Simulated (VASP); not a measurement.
Calculation: PBEsol GGA, VASP's PBE PAW potentials (set 64) (plane waves; VASP).

VASP input:

### KPOINTS
```
Automatic
0
Gamma
 5 8 5
0 0 0
```

File POSCAR:
```
AlGa3N4
1.0
  5.1406876706   0.0000000000  -0.0002005175
  0.0000000000   3.1645360133   0.0000000000
 -0.0039232677   0.0000000000   5.4763746486
Al Ga N
1 3 4
Cartesian
  0.0007820427   1.5822680066   3.6549892835
  2.5645217879   1.5822680066   1.8343898326
  2.5623285637   0.0000000000   4.5532440596
  5.1386886804   0.0000000000   0.9100191045
  0.6138818875   1.5822680066   1.8621564128
  0.6018191481   0.0000000000   4.5256953001
  3.1879838962   0.0000000000   0.9098938366
  3.2419351051   1.5822680066   3.6544114800
```

**INCAR**
```
# general
SYSTEM =AlGa3N4
PREC   =Accurate
ENCUT  =520
LREAL  =.FALSE.
LASPH  =.TRUE.

# electronic loop
EDIFF  =1E-7
NELM   =100
ALGO   =Normal
LMAXMIX=4

# smearing
ISMEAR =-5

# functional
GGA    =PS

# ions
ISIF   =2

# output
LWAVE  =.FALSE.
LCHARG =.TRUE.
LORBIT =11
NEDOS  =601

# other
LEFG   =.TRUE.
```

POTCAR, in this order: Al Ga_d N (PBE.64 set). Program: vasp_std.

Problem. What will the output report for the number of irreducible k-points (NKPTS), number of bands (NBANDS), largest plane-wave count, number of space-group operations, FFT grid (NGX, NGY, NGZ)?

Solution. 
```yaml
number of irreducible k-points (NKPTS): 65
number of bands (NBANDS): 37
largest_plane_wave_count: 2422
number_of_space_group_operations: 2
FFT grid (NGX, NGY, NGZ): 40 × 24 × 42
```

The structure comes from a computed database's AlGa3N4 entry (Pm); how it stands against other phases isn't given here. It was relaxed first.
